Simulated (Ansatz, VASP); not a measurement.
## Cross-check of AlZnGeH between VASP and Ansatz

One calculation is typed for both programs; each brings its own data sets. How far apart do they land? The two relaxations start from unlike cells of this crystal (the structure described is Ansatz's start), so only their ends are compared.

Calculated with Ansatz 0.2.0; plane waves, with VASP 6.6.1 beside it; relaxation of cell and atoms at PBEsol.

### 1. The starting structure

The structure is trigonal, space group P3m1 (No. 156). The conventional cell has a = 3.655 Å, b = 3.655 Å, c = 4.336 Å, α = 90.00°, β = 90.00°, γ = 120.00°. Nearest to Ge lie 3 Al at 2.17 Å. Zn has 3 H at 2.16 Å nearest. Nearest to Al lie 1 H at 1.45 Å and 3 Ge at 2.17 Å. Nearest to H lie 1 Al at 1.45 Å. Farther neighbours are not listed.

As a file:

```xyz
4
Lattice="3.6550 0.0000 0.0000 -1.8275 3.1653 0.0000 0.0000 0.0000 4.3360" Properties=species:S:1:pos:R:3 pbc="T T T"
Ge    1.8275    1.0551    2.4511
Zn    0.0000    2.1102    0.0373
Al    0.0000    0.0000    1.9373
H     0.0000    0.0000    0.4908
```

### 2. VASP: relaxation of cell and atoms, PBEsol

The relaxed volume is the usual yardstick between codes: in a stiff, nearly cubic crystal its relative difference is about their pressure difference at one cell divided by the bulk modulus.

Lines of VASP's logs that name or quote its potential files are left out, and so is its time.

The input, INCAR:

```
SYSTEM = AlZnGeH
PREC = Accurate
ENCUT = 500
EDIFF = 1E-07
NELM = 120
ISMEAR = -1
SIGMA = 0.05
LREAL = .FALSE.
ALGO = Normal
GGA = PS
NBANDS = 21
LORBIT = 11
LWAVE = .FALSE.
LCHARG = .FALSE.
ISIF = 3
IBRION = 2
NSW = 80
EDIFFG = -0.005
LASPH = .TRUE.
GGA_COMPAT = .FALSE.
NELMIN = 4
```

The input, POSCAR:

```
AlZnGeH
1.0
    3.8628894998      0.0000000000      0.0000000000
   -1.9314447499      3.3453606084      0.0000000000
    0.0000000000      0.0000000000      4.8326596288
Ge Zn Al H
1 1 1 1
Direct
    0.6666667193      0.3333334386      0.6737358627
    0.3333332807      0.6666665614      0.9403181645
    0.0000000000      0.0000000000      0.4317077417
    0.0000000000      0.0000000000      0.0881383695
```

The input, KPOINTS:

```
Automatic mesh
0
Gamma
8 8 6
0 0 0
```

Potentials, in the order of the species: Ge_d, Zn, Al and H (PBE family, release 64).

Command:

```console
$ mpirun -np 1 vasp_std
```

Numbers of over 12 decimals in the logs are rounded to 6 here.

Output:

```text
[banner, memory and clock lines left out]
running    1 mpi-ranks, on    1 nodes
 distrk:  each k-point on    1 cores,    1 groups
 distr:  one band on    1 cores,    1 groups

 POSCAR found type information on POSCAR GeZnAlH
 POSCAR found :  4 types and       4 ions
|                                                                             |
|               ----> ADVICE to this user running VASP <----                  |
|                                                                             |
|     You enforced a specific xc type in the INCAR file but a different       |
|     [... a line on the potential file left out ...]
|     I HOPE YOU KNOW WHAT YOU ARE DOING!                                     |
|                                                                             |

 LDA part: xc-table for (Slater+PW92), standard interpolation
 POSCAR, INCAR and KPOINTS ok, starting setup
 FFT: planning ... GRIDC
 FFT: planning ... GRID_SOFT
 FFT: planning ... GRID
 WAVECAR not read
 entering main loop
       N       E                     dE             d eps       ncg     rms          rms(c)
DAV:   1     0.178657595221E+03    0.17866E+03   -0.14314E+04  2238   0.274E+03
DAV:   2     0.106122141819E+02   -0.16805E+03   -0.16205E+03  2120   0.530E+02
DAV:   3    -0.127978767060E+02   -0.23410E+02   -0.23229E+02  2413   0.133E+02
DAV:   4    -0.135226647896E+02   -0.72479E+00   -0.72441E+00  2456   0.245E+01
DAV:   5    -0.135377240889E+02   -0.15059E-01   -0.15059E-01  2559   0.390E+00    0.486E+00
DAV:   6    -0.128084214846E+02    0.72930E+00   -0.19238E+00  2530   0.306E+01    0.348E+00
DAV:   7    -0.127173934334E+02    0.91028E-01   -0.63157E-01  2483   0.700E+00    0.105E+00
DAV:   8    -0.127097296684E+02    0.76638E-02   -0.34416E-02  2842   0.199E+00    0.415E-01
DAV:   9    -0.127095973063E+02    0.13236E-03   -0.48041E-03  2456   0.544E-01    0.100E-01
DAV:  10    -0.127095115099E+02    0.85796E-04   -0.41287E-04  2403   0.198E-01    0.400E-02
DAV:  11    -0.127095196647E+02   -0.81547E-05   -0.52215E-05  2450   0.536E-02    0.161E-02
DAV:  12    -0.127095195152E+02    0.14944E-06   -0.27323E-06  2487   0.178E-02    0.787E-03
DAV:  13    -0.127095194716E+02    0.43579E-07   -0.55607E-07  2445   0.891E-03
   1 F= -.12709519E+02 E0= -.12706735E+02  d E =-.127095E+02
[... from here on, the cycles between the ionic steps are left out ...]
   2 F= -.12709696E+02 E0= -.12706919E+02  d E =-.176978E-03
   3 F= -.12709696E+02 E0= -.12706919E+02  d E =-.176837E-03
  10 F= -.12709795E+02 E0= -.12707064E+02  d E =-.443727E-04
  11 F= -.12709795E+02 E0= -.12707066E+02  d E =-.446593E-04
  12 F= -.12709808E+02 E0= -.12707087E+02  d E =-.123709E-04
  13 F= -.12709830E+02 E0= -.12707138E+02  d E =-.341711E-04
  14 F= -.12709832E+02 E0= -.12707151E+02  d E =-.364474E-04
  15 F= -.12709841E+02 E0= -.12707170E+02  d E =-.945536E-05
  16 F= -.12709866E+02 E0= -.12707222E+02  d E =-.340511E-04
  17 F= -.12709897E+02 E0= -.12707308E+02  d E =-.655070E-04
  18 F= -.12709889E+02 E0= -.12707410E+02  d E =-.567423E-04
  19 F= -.12709905E+02 E0= -.12707366E+02  d E =-.734105E-04
  20 F= -.12709905E+02 E0= -.12707353E+02  d E =-.732129E-04
 curvature:  -9.78 expect dE=-0.210E-03 dE for cont linesearch -0.542E-06
 trial: gam= 0.22477 g(F)=  0.146E-04 g(S)=  0.681E-05 ort = 0.364E-05 (trialstep = 0.102E+01)
 search vector abs. value=  0.352E-04
 bond charge predicted
       N       E                     dE             d eps       ncg     rms          rms(c)
DAV:   1    -0.127100381738E+02   -0.13316E-03   -0.51360E-03  2550   0.920E-01    0.770E-02
DAV:   2    -0.127099410006E+02    0.97173E-04   -0.48212E-04  2405   0.440E-01    0.317E-02
DAV:   3    -0.127099230940E+02    0.17907E-04   -0.31201E-05  2829   0.713E-02    0.147E-02
DAV:   4    -0.127099173701E+02    0.57239E-05   -0.34249E-06  3079   0.214E-02    0.429E-03
DAV:   5    -0.127099168687E+02    0.50135E-06   -0.48093E-07  2425   0.110E-02    0.148E-03
DAV:   6    -0.127099168555E+02    0.13210E-07   -0.12922E-07  1379   0.417E-03
  21 F= -.12709917E+02 E0= -.12707375E+02  d E =-.118515E-04
 trial-energy change:   -0.000012  1 .order   -0.000015   -0.000023   -0.000007
 step:   1.4687(harm=  1.4687)  dis= 0.00099  next Energy=   -12.709921 (dE=-0.164E-04)
 reached required accuracy - stopping structural energy minimisation
```

From OUTCAR (step 2):

```text
ion  position               nearest neighbor table
   1  0.667  0.333  0.674-   3 2.52   3 2.52   3 2.52   2 2.58   2 2.58   2 2.58
   2  0.333  0.667  0.940-   1 2.58   1 2.58   1 2.58
   3  0.000  0.000  0.432-   4 1.66   1 2.52   1 2.52   1 2.52
   4  0.000  0.000  0.088-   3 1.66

  LATTYP: Found a hexagonal cell.
 ALAT       =     3.8628894998
 C/A-ratio  =     1.2510478565

 Subroutine GETGRP returns: Found  6 space group operations
 (whereof  6 operations were pure point group operations)

The static configuration has the point symmetry C_3v.

 Found     50 irreducible k-points:

   k-points           NKPTS =     50   k-points in BZ     NKDIM =     50   number of bands    NBANDS=     21

   dimension x,y,z NGX =    28 NGY =   28 NGZ =   36
   dimension x,y,z NGXF=    56 NGYF=   56 NGZF=   72

   ENCUT  =  500.0 eV  36.75 Ry    6.06 a.u.   7.04  7.04  8.81*2*pi/ulx,y,z

   NELECT =      30.0000    total number of electrons

 k-points in reciprocal lattice and weights: Automatic mesh
   0.00000000  0.00000000  0.00000000       0.003
   0.12500000  0.00000000  0.00000000       0.016
   0.25000000  0.00000000  0.00000000       0.016
   0.37500000  0.00000000  0.00000000       0.016
   0.50000000  0.00000000  0.00000000       0.008
   0.12500000  0.12500000  0.00000000       0.016
   0.25000000  0.12500000  0.00000000       0.031
   0.37500000  0.12500000  0.00000000       0.031
   0.25000000  0.25000000  0.00000000       0.016
[...]
0.25000000  0.25000000  0.50000000       0.016
   0.37500000  0.25000000  0.50000000       0.016

 average (electrostatic) potential at core
       1 -74.3475       2 -35.3474       3 -76.1633       4 -32.1451

 E-fermi :   3.8685

 k-point     1 :       0.0000    0.0000    0.0000
  band No.  band energies     occupation
    ...
      9      -3.2137      2.00000
     10      -3.0911      2.00000
     11      -3.0911      2.00000
     12      -1.3155      2.00000
     13       0.5050      2.00000
     14       4.8702      0.00000
     15       4.8702      0.00000
     16       6.7231      0.00000
     17       7.3243      0.00000
     18       7.3243      0.00000
    ...

 k-point     2 :       0.1250    0.0000    0.0000
  band No.  band energies     occupation
    ...
     10      -3.1037      2.00000
     11      -3.0888      2.00000
     12      -1.1703      2.00000
     13       0.6727      2.00000
     14       3.3154      1.99997
     15       4.2816      0.00052
     16       5.7468      0.00000
     17       7.9933      0.00000
     18       8.1482      0.00000
     19       9.3949      0.00000
    ...

 k-point     3 :       0.2500    0.0000    0.0000
  band No.  band energies     occupation
    ...
     11      -3.0729      2.00000
     12      -0.9878      2.00000
     13       0.9669      2.00000
     14       1.5959      2.00000
     15       3.4308      1.99968
     16       4.7144      0.00000
     17       7.3820      0.00000
     18       8.5645      0.00000
     19       9.4377      0.00000
     20      10.6424      0.00000
    ...

  Total        0.0063853      0.0063853     -0.0106203      0.0000000      0.0000000      0.0000000
  in kB        0.1623687      0.1623688     -0.2700591      0.0000000      0.0000000      0.0000000
  external PRESSURE =       0.0182261 kB  Pullay stress =       0.0000000 kB

  energy-cutoff  :      500.00
  volume of cell :       63.01
      direct lattice vectors                 reciprocal lattice vectors
     3.868251263  0.000000000  0.000000000     0.258514748  0.149253552 -0.000000000
    -1.934125632  3.350004032  0.000000000     0.000000000  0.298507103 -0.000000000
    -0.000000000  0.000000000  4.862129772    -0.000000000 -0.000000000  0.205671187

 POSITION                                       TOTAL-FORCE (eV/Angst)
 -----------------------------------------------------------------------------------
      1.93413      1.11667      3.27410        -0.000000      0.000000      0.003938
      0.00000      2.23334      4.55300        -0.000000     -0.000000     -0.003506
     -0.00000      0.00000      2.10397         0.000000      0.000000      0.001639
     -0.00000      0.00000      0.44424         0.000000     -0.000000     -0.002071
 -----------------------------------------------------------------------------------
    total drift:                               -0.000006     -0.000121      0.000222

  FREE ENERGIE OF THE ION-ELECTRON SYSTEM (eV)
  ---------------------------------------------------
  free  energy   TOTEN  =       -12.7099168555 eV

  energy  without entropy=      -12.7048321632  energy(sigma->0) =      -12.70737451

 reached required accuracy - stopping structural energy minimisation

 total charge
# of ion       s       p       d       tot
------------------------------------------
    1        1.148   1.308  10.000  12.457
    2        0.610   0.311   9.754  10.675
    3        0.428   0.355   0.000   0.783
    4        0.506   0.011   0.000   0.518
--------------------------------------------------
tot          2.692   1.986  19.754  24.432

[... 3 further parts left out ...]
```

The run keeps the 6 symmetry operations of its start, so it cannot find a distortion of lower symmetry.

[end of part 1 of 2]

[Lines on the potential files, build, host, timing and source positions are cut from VASP's logs without a mark.]

[Logs are printed without paths, hosts, clocks, repeated set-up lines and the standing remarks that a program may print on its own settings, such as how far it seeks lower states.]

[Hosts, paths, dates, database ids (printed as entryN), source tags and the programs' standing remarks are cut or masked in the printed files.]
